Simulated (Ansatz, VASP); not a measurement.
# Cross-check of SrAsPt between VASP and Ansatz

Wanted: the spread between two codes on one cell, functional and k mesh. The cell is taken from a series of runs on this material, whose earlier steps may have relaxed, scaled, displaced or heated it; both programs get it as it stands.

Main program and level: Ansatz 0.2.0; plane waves, with VASP 6.6.1 beside it; relaxation of cell and atoms at PBEsol.

## Step 1: Starting point

Symmetry: P6_3/mmc, No. 194, hexagonal system. Conventional cell: a = 4.240 Å, b = 4.240 Å, c = 8.908 Å, α = 90.00°, β = 90.00°, γ = 120.00°. Nearest to Sr lie 6 As at 3.31 Å and 6 Pt at 3.31 Å. As has 3 Pt at 2.45 Å and 6 Sr at 3.31 Å nearest. Nearest to Pt lie 3 As at 2.45 Å and 6 Sr at 3.31 Å. Farther neighbours are not listed.

As a file:

```xyz
6
Lattice="4.2397 0.0000 0.0000 -2.1199 3.6717 0.0000 0.0000 0.0000 8.9079" Properties=species:S:1:pos:R:3 pbc="T T T"
Sr    0.0000    0.0000    4.4540
Sr    0.0000    0.0000    0.0000
As    0.0000    2.4478    6.6809
As    2.1199    1.2239    2.2270
Pt    0.0000    2.4478    2.2270
Pt    2.1199    1.2239    6.6809
```

## Step 2: VASP: relaxation of cell and atoms, PBEsol

The relaxed volume is the usual yardstick between codes: in a stiff, nearly cubic crystal its relative difference is about their pressure difference at one cell divided by the bulk modulus.

Lines of VASP's logs that name or quote its potential files are left out, and so is its time.

The input, INCAR:

```
SYSTEM = SrAsPt
PREC = Accurate
ENCUT = 500
EDIFF = 1E-07
NELM = 120
ISMEAR = 1
SIGMA = 0.2
LREAL = .FALSE.
ALGO = Normal
GGA = PS
NBANDS = 31
LASPH = .TRUE.
LORBIT = 11
LWAVE = .FALSE.
LCHARG = .FALSE.
ISIF = 3
IBRION = 2
NSW = 80
EDIFFG = -0.005
GGA_COMPAT = .FALSE.
NELMIN = 4
KPAR = 2
```

The input, POSCAR:

```
SrAsPt
1.0
    4.2397030000      0.0000000000      0.0000000000
   -2.1198520000      3.6716910000      0.0000000000
    0.0000000000      0.0000000000      8.9079010000
Sr As Pt
2 2 2
Direct
    0.0000000000      0.0000000000      0.5000000561
    0.0000000000      0.0000000000      0.0000000000
    0.3333334120      0.6666666667      0.7500000281
    0.6666668239      0.3333333333      0.2499999719
    0.3333334120      0.6666666667      0.2499999719
    0.6666668239      0.3333333333      0.7500000281
```

The input, KPOINTS:

```
Automatic mesh
0
Gamma
9 9 3
0 0 0
```

Potentials, in the order of the species: Sr_sv, As and Pt (PBE family, release 64).

On the command line:

```sh
> mpirun -np 2 vasp_std
```

Numbers of over 12 decimals in the logs are rounded to 6 here.

The log of the run:

```text
[banner, memory and clock lines left out]
running    2 mpi-ranks, on    1 nodes
 distrk:  each k-point on    1 cores,    2 groups
 distr:  one band on    1 cores,    1 groups

 POSCAR found type information on POSCAR SrAsPt
 POSCAR found :  3 types and       6 ions
|                                                                             |
|               ----> ADVICE to this user running VASP <----                  |
|                                                                             |
|     You enforced a specific xc type in the INCAR file but a different       |
|     [... a line on the potential file left out ...]
|     I HOPE YOU KNOW WHAT YOU ARE DOING!                                     |
|                                                                             |

 LDA part: xc-table for (Slater+PW92), standard interpolation
 POSCAR, INCAR and KPOINTS ok, starting setup
 FFT: planning ... GRIDC
 FFT: planning ... GRID_SOFT
 FFT: planning ... GRID
 WAVECAR not read
 entering main loop
       N       E                     dE             d eps       ncg     rms          rms(c)
DAV:   1     0.273976351017E+03    0.27398E+03   -0.23437E+04  1488   0.144E+03
DAV:   2    -0.163741705829E+02   -0.29035E+03   -0.27749E+03  1689   0.292E+02
DAV:   3    -0.341900803815E+02   -0.17816E+02   -0.17572E+02  2273   0.607E+01
DAV:   4    -0.348735979298E+02   -0.68352E+00   -0.68216E+00  2219   0.102E+01
DAV:   5    -0.348878738953E+02   -0.14276E-01   -0.14275E-01  2060   0.135E+00    0.332E+01
DAV:   6    -0.340245688922E+02    0.86331E+00   -0.72980E+00  1727   0.146E+01    0.154E+01
DAV:   7    -0.339285106809E+02    0.96058E-01   -0.22312E+00  1727   0.878E+00    0.696E+00
DAV:   8    -0.338098719932E+02    0.11864E+00   -0.34589E-01  1961   0.380E+00    0.113E+00
DAV:   9    -0.338093900239E+02    0.48197E-03   -0.58975E-02  2212   0.113E+00    0.362E-01
DAV:  10    -0.338090887240E+02    0.30130E-03   -0.38903E-03  2171   0.327E-01    0.182E-01
DAV:  11    -0.338091690701E+02   -0.80346E-04   -0.34258E-04  2022   0.774E-02    0.483E-02
DAV:  12    -0.338091582294E+02    0.10841E-04   -0.17471E-04  1993   0.701E-02    0.191E-02
DAV:  13    -0.338091578866E+02    0.34284E-06   -0.13827E-05  1966   0.202E-02    0.994E-03
DAV:  14    -0.338091576142E+02    0.27243E-06   -0.90006E-07  2096   0.425E-03    0.344E-03
DAV:  15    -0.338091574369E+02    0.17724E-06   -0.41005E-07  1636   0.354E-03    0.531E-04
DAV:  16    -0.338091573899E+02    0.46988E-07   -0.35350E-08  1164   0.850E-04
   1 F= -.33809157E+02 E0= -.33804511E+02  d E =-.338092E+02
[...]
2 F= -.33809232E+02 E0= -.33804535E+02  d E =-.749517E-04
[...]
3 F= -.33809380E+02 E0= -.33804705E+02  d E =-.222424E-03
[...]
4 F= -.33809436E+02 E0= -.33804815E+02  d E =-.563320E-04
 trial-energy change:   -0.000056  1 .order   -0.000056   -0.000075   -0.000036
 step:   1.5904(harm=  1.7307)  dis= 0.00000  next Energy=   -33.809450 (dE=-0.700E-04)
 bond charge predicted
       N       E                     dE             d eps       ncg     rms          rms(c)
DAV:   1    -0.338095637985E+02   -0.12761E-03   -0.53496E-03  1516   0.407E-01    0.678E-02
DAV:   2    -0.338094728506E+02    0.90948E-04   -0.25515E-04  1862   0.935E-02    0.248E-02
DAV:   3    -0.338094568035E+02    0.16047E-04   -0.26654E-05  1793   0.302E-02    0.114E-02
DAV:   4    -0.338094528994E+02    0.39040E-05   -0.10070E-05  2066   0.148E-02    0.563E-03
DAV:   5    -0.338094526004E+02    0.29901E-06   -0.51806E-07  1959   0.341E-03    0.393E-03
DAV:   6    -0.338094522586E+02    0.34184E-06   -0.17972E-07  1333   0.212E-03    0.149E-03
DAV:   7    -0.338094521549E+02    0.10370E-06   -0.45148E-08   912   0.106E-03    0.563E-04
DAV:   8    -0.338094521308E+02    0.24101E-07   -0.16232E-08   863   0.617E-04
   5 F= -.33809452E+02 E0= -.33804870E+02  d E =-.723164E-04
 curvature:  -0.91 expect dE=-0.561E-06 dE for cont linesearch -0.392E-06
 trial: gam=-0.04962 g(F)=  0.821E-41 g(S)=  0.615E-06 ort = 0.622E-05 (trialstep = 0.105E+01)
 search vector abs. value=  0.219E-06
 reached required accuracy - stopping structural energy minimisation
```

From OUTCAR (step 2):

```text
ion  position               nearest neighbor table
   1  0.000  0.000  0.500-   3 3.31   6 3.31   3 3.31   6 3.31   6 3.31   3 3.31   5 3.31   4 3.31
                             5 3.31   4 3.31   4 3.31   5 3.31   2 4.45   2 4.45
   2  0.000  0.000  0.000-   3 3.31   5 3.31   4 3.31   6 3.31   3 3.31   5 3.31   4 3.31   6 3.31
                             4 3.31   6 3.31   5 3.31   3 3.31   1 4.45   1 4.45
   3  0.333  0.667  0.750-   6 2.45   6 2.45   6 2.45   2 3.31   1 3.31   2 3.31   1 3.31   2 3.31
                             1 3.31
   4  0.667  0.333  0.250-   5 2.45   5 2.45   5 2.45   2 3.31   2 3.31   2 3.31   1 3.31   1 3.31
                             1 3.31
   5  0.333  0.667  0.250-   4 2.45   4 2.45   4 2.45   2 3.31   2 3.31   2 3.31   1 3.31   1 3.31
                             1 3.31
   6  0.667  0.333  0.750-   3 2.45   3 2.45   3 2.45   2 3.31   1 3.31   2 3.31   1 3.31   2 3.31
                             1 3.31

  LATTYP: Found a hexagonal cell.
 ALAT       =     4.2397030000
 C/A-ratio  =     2.1010672210

 Subroutine GETGRP returns: Found 24 space group operations
 (whereof 12 operations were pure point group operations)

The static configuration has the point symmetry D_3d.
 The point group associated with its full space group is D_6h.

 Found     24 irreducible k-points:

   k-points           NKPTS =     24   k-points in BZ     NKDIM =     24   number of bands    NBANDS=     31

   dimension x,y,z NGX =    32 NGY =   32 NGZ =   70
   dimension x,y,z NGXF=    64 NGYF=   64 NGZF=  140

   ENCUT  =  500.0 eV  36.75 Ry    6.06 a.u.   7.73  7.73 16.24*2*pi/ulx,y,z

   NELECT =      50.0000    total number of electrons

 k-points in reciprocal lattice and weights: Automatic mesh
   0.00000000  0.00000000  0.00000000       0.004
   0.11111111 -0.00000000  0.00000000       0.025
   0.22222222 -0.00000000  0.00000000       0.025
   0.33333333 -0.00000000  0.00000000       0.025
   0.44444444 -0.00000000  0.00000000       0.025
   0.11111111  0.11111111  0.00000000       0.025
   0.22222222  0.11111111  0.00000000       0.049
   0.33333333  0.11111111  0.00000000       0.049
   0.44444444  0.11111111  0.00000000       0.025
[...]
0.33333333  0.22222222  0.33333333       0.099
   0.33333333  0.33333333  0.33333333       0.016

 average (electrostatic) potential at core
       1 -35.4566       2 -35.4566       3 -49.2091       4 -49.2090       5 -68.4692
       6 -68.4692

 E-fermi :   4.9406

 k-point     1 :       0.0000    0.0000    0.0000
  band No.  band energies     occupation
    ...
     18       2.1168      2.00000
     19       2.4249      2.00000
     20       2.4249      2.00000
     21       2.7070      2.00000
     22       3.5152      2.00000
     23       5.9676     -0.00000
     24       6.3755     -0.00000
     25       6.3755     -0.00000
     26       6.5374     -0.00000
     27       7.4816     -0.00000
    ...

 k-point     2 :       0.1111   -0.0000    0.0000
  band No.  band energies     occupation
    ...
     18       2.1247      2.00000
     19       2.4022      2.00000
     20       2.6012      2.00000
     21       2.6776      2.00000
     22       3.6848      2.00000
     23       5.1493     -0.05815
     24       5.6003     -0.00003
     25       6.1846     -0.00000
     26       6.7913     -0.00000
     27       7.0683     -0.00000
    ...

 k-point     3 :       0.2222   -0.0000    0.0000
  band No.  band energies     occupation
    ...
     20       2.5877      2.00000
     21       3.0696      2.00000
     22       3.8983      2.00000
     23       4.0942      2.00000
     24       4.3470      2.00022
     25       5.4937     -0.00065
     26       5.7889     -0.00000
     27       7.2117     -0.00000
     28       7.5712     -0.00000
     29       7.9356     -0.00000
    ...

  Total        0.0011545      0.0011545      0.0085889     -0.0000000      0.0000000      0.0000000
  in kB        0.0133005      0.0133005      0.0989447     -0.0000000      0.0000000      0.0000000
  external PRESSURE =       0.0418486 kB  Pullay stress =       0.0000000 kB

  energy-cutoff  :      500.00
  volume of cell :      139.08
      direct lattice vectors                 reciprocal lattice vectors
     4.241369356 -0.000000000  0.000000000     0.235772911  0.136123567 -0.000000000
    -2.120685178  3.673134107 -0.000000000     0.000000000  0.272247070 -0.000000000
    -0.000000000  0.000000000  8.927108125    -0.000000000  0.000000000  0.112018359

 POSITION                                       TOTAL-FORCE (eV/Angst)
 -----------------------------------------------------------------------------------
      0.00000      0.00000      4.46355         0.000000     -0.000000     -0.000000
      0.00000     -0.00000      0.00000         0.000000     -0.000000     -0.000000
     -0.00000      2.44876      6.69533         0.000000     -0.000000     -0.000000
      2.12069      1.22438      2.23178        -0.000000      0.000000      0.000000
     -0.00000      2.44876      2.23178        -0.000000      0.000000      0.000000
      2.12069      1.22438      6.69533         0.000000      0.000000     -0.000000
 -----------------------------------------------------------------------------------
    total drift:                               -0.000393     -0.000000     -0.000301

  FREE ENERGIE OF THE ION-ELECTRON SYSTEM (eV)
  ---------------------------------------------------
  free  energy   TOTEN  =       -33.8094521308 eV

  energy  without entropy=      -33.7957048473  energy(sigma->0) =      -33.80486970

 reached required accuracy - stopping structural energy minimisation

 total charge
# of ion       s       p       d       tot
------------------------------------------
    1        2.013   5.751   0.220   7.984
    2        2.013   5.751   0.220   7.984
    3        1.197   1.523   0.076   2.796
    4        1.197   1.523   0.076   2.796
    5        0.728   0.512   8.193   9.433
    6        0.728   0.512   8.193   9.433
--------------------------------------------------
tot          7.877  15.572  16.979  40.428

[... 3 further parts left out ...]
```

(Part 1 of 2 ends here.)

[Lines on the potential files, build, host, timing and source positions are cut from VASP's logs without a mark.]

[Logs are printed without paths, hosts, clocks, repeated set-up lines and the standing remarks that a program may print on its own settings, such as how far it seeks lower states.]

[Hosts, paths, dates, database ids (printed as entryN), source tags and the programs' standing remarks are cut or masked in the printed files.]
